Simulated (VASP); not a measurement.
Zn4Te3O:

```
Zn Te O
1.0
     4.10000    0.00000    0.00000
    -2.05000    3.55070    0.00000
     0.00000    0.00000   13.10000
Zn Te O
4 3 1
Cartesian
  0.0000 0.0000 1.9519
  0.0000 2.3671 12.7987
  0.0000 2.3671 5.5937
  0.0000 0.0000 9.1962
  0.0000 2.3671 2.9999
  0.0000 0.0000 6.6024
  0.0000 2.3671 10.2049
  0.0000 0.0000 0.0000
```

The cell was built by a generator and needn't be a form met in nature.

```yaml
Program: VASP 6.6.1
Task: relaxation of cell and atoms
Functional: PBE
Potentials_or_basis: VASP PAW PBE potentials, release 64 (Zn, Te, O)
Cutoff: 520 eV
k_mesh: 4 × 4 × 1
Occupations: gaussian, width 0.15 eV
Spin: no spin polarisation
```

At the start: pressure 3.1 GPa; volume 23.84 Å³/atom.

How do energy, volume and symmetry change on relaxing?

Over 6 steps the energy falls by 14.7 meV/atom and the volume is 25.24 Å³/atom (+5.9 %); space group P3m1 (No. 156, to 0.05 Å).

Step by step:
```csv
step,energy change (eV),largest force (eV/Å),pressure (GPa),volume (Å³)
1,0.0000,0.4261,3.10,190.71
2,-0.1081,0.4051,-0.32,203.72
3,-0.1101,0.4013,-0.26,202.60
4,-0.1103,0.3950,-0.19,202.12
5,-0.1103,0.3946,0.14,201.74
6,-0.1173,0.0665,0.04,201.95
```

Final structure:
```
Zn Te O
1.0
     4.17973    0.00000    0.00000
    -2.08986    3.61975    0.00000
     0.00000    0.00000   13.34833
Zn Te O
4 3 1
Direct
  0.00000 0.00000 0.14662
  0.33333 0.66667 0.97716
  0.33333 0.66667 0.42715
  0.00000 0.00000 0.70264
  0.33333 0.66667 0.22883
  0.00000 0.00000 0.50372
  0.33333 0.66667 0.77867
  0.00000 0.00000 0.00221
```

Caveat: the k mesh is coarse (spacing up to 0.48 Å⁻¹), so the values aren't converged.
